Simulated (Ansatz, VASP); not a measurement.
PdAl3: energy against volume and a worked fit

Symmetry: Pm-3m, No. 221, cubic system. The conventional cell has a = 3.947 Å, b = 3.947 Å, c = 3.947 Å, α = 90.00°, β = 90.00°, γ = 90.00°. Pd (site symmetry m-3m) has 12 Al at 2.79 Å as nearest neighbours. Around Al (site symmetry 4/mmm) lie 4 Pd at 2.79 Å and 8 Al at 2.79 Å.

The cell comes from a database or a generator and needn't be the stable form of this composition.

The cell was scaled at fixed shape and fractions and run with Ansatz, Ansatz PAW, cutoff 420 eV; PBE, k mesh 7 × 7 × 7 on the cell of 4 atoms, fermi-dirac occupations of 0.05 eV, no spin polarisation, no spin-orbit coupling. Energies are those that the program minimises, any entropy of the smearing included. For a metal such a mesh isn't converged to the digits shown.

```tsv
V (Å³/atom)	energy over the lowest row (meV/atom)
14.4491	30.52
14.7565	?
15.0639	5.43
15.3713	0.52
15.6788	0.00
15.9862	3.40
16.2936	10.30
```

Task: Fit the third-order Birch-Murnaghan form, give V0, B0 and B′, and predict the energy left open.

Result: With y = (V0/V)^(2/3), E = E0 + (9 V0 B0/16) [(y - 1)³ B′ + (y - 1)² (6 - 4y)]. Least squares through the rows shown give V0 = 15.5627 Å³/atom, E0 = -0.29 meV, B0 = 107.7 GPa (1 eV/Å³ = 160.218 GPa) and B′ = 4.64, with a largest miss of 0.02 meV. At V = 14.7565 the form with these constants gives 15.22 meV; the run gave 15.24 meV an atom. Other set-ups at this level, from all their volumes (Å³/atom, GPa): VASP, PBE PAW files Al, Pd, 520 eV: V0 15.561, B0 108.

The energy well is smooth and stiffens on compression, as B′ = 4.64 expresses. Squeezing the cell raises the kinetic energy of the valence electrons and the overlap repulsion around the Pd cores, while expansion only gradually weakens the bonding. The omitted point is recovered almost exactly, 15.22 against 15.24 meV, so the fitted form interpolates reliably within this range.

A bulk modulus of 107.7 GPa places the compound between soft aluminium and much stiffer palladium, nearer the former. This is plausible for an Al-rich metal in which a broad sp electron gas sets most of the resistance to compression, with hybridisation between Pd d and Al sp states probably adding to it. The second set-up gives practically the same volume and stiffness, which suggests that the treatment of the cores matters little here. The listed cell is slightly smaller than the fitted equilibrium, so it sits under mild compression at this level of theory. Resistance to uniform compression doesn't establish resistance to shear, which would need the separate elastic constants.
